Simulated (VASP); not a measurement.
An input for Quantum ESPRESSO's pw.x (written as the equivalent of a VASP run, and not itself run):

```
&CONTROL
  calculation = 'vc-relax'
  pseudo_dir = './pseudo'
  outdir = './out'
  tprnfor = .true.
  tstress = .true.
  nstep = 60
  forc_conv_thr = 0.00039
/
&SYSTEM
  ibrav = 0
  nat = 1
  ntyp = 1
  ecutwfc = 78
  occupations = 'smearing'
  smearing = 'methfessel-paxton'
  degauss = 0.00735
  input_dft = 'pbesol'
/
&ELECTRONS
  conv_thr = 7.3e-08
  electron_maxstep = 100
/
&IONS
/
&CELL
/
ATOMIC_SPECIES
  Sc 44.956 Sc.upf
CELL_PARAMETERS angstrom
    -1.8133050    1.8133050    1.8133050
     1.8133050   -1.8133050    1.8133050
     1.8133050    1.8133050   -1.8133050
ATOMIC_POSITIONS crystal
  Sc   0.0000000  0.0000000  0.0000000
K_POINTS automatic
  13 13 13 0 0 0
```

Task: Write the VASP files for the same calculation (PBEsol).

Result: One answer among several that fit: 
INCAR:
```
SYSTEM = Sc
PREC = Accurate
ENCUT = 400
EDIFF = 1E-6
NELM = 100
ALGO = Normal
LREAL = .FALSE.
LASPH = .TRUE.
ISMEAR = 1
SIGMA = 0.1
GGA = PS
LMAXMIX = 4
LWAVE = .FALSE.
LCHARG = .FALSE.
IBRION = 2
ISIF = 3
NSW = 60
EDIFFG = -0.01
```

**POSCAR**
```
Sc
1.0
 -1.8133050131   1.8133050131   1.8133050131
  1.8133050131  -1.8133050131   1.8133050131
  1.8133050131   1.8133050131  -1.8133050131
Sc
1
Cart
  0.0000000000   0.0000000000   0.0000000000
```

File KPOINTS:
```
Automatic mesh
0
Gamma
13 13 13
0 0 0
```

POTCAR, in this order: Sc_sv (PBE.64 set). Program: vasp_std.

The two are equivalent in intent, not identical: the potentials are each code's own (VASP's PAW set, PseudoDojo norm-conserving files in pw.x), so ENCUT and ecutwfc are chosen apart and not converted; conv_thr bounds pw.x's estimated SCF error, while EDIFF bounds the energy change between steps; forc_conv_thr acts on force components and is met together with etot_conv_thr.

The structure was generated: Sc was put into the bcc type (Im-3m), which need not be its known phase. It was relaxed first. The start is the result of an earlier pass.
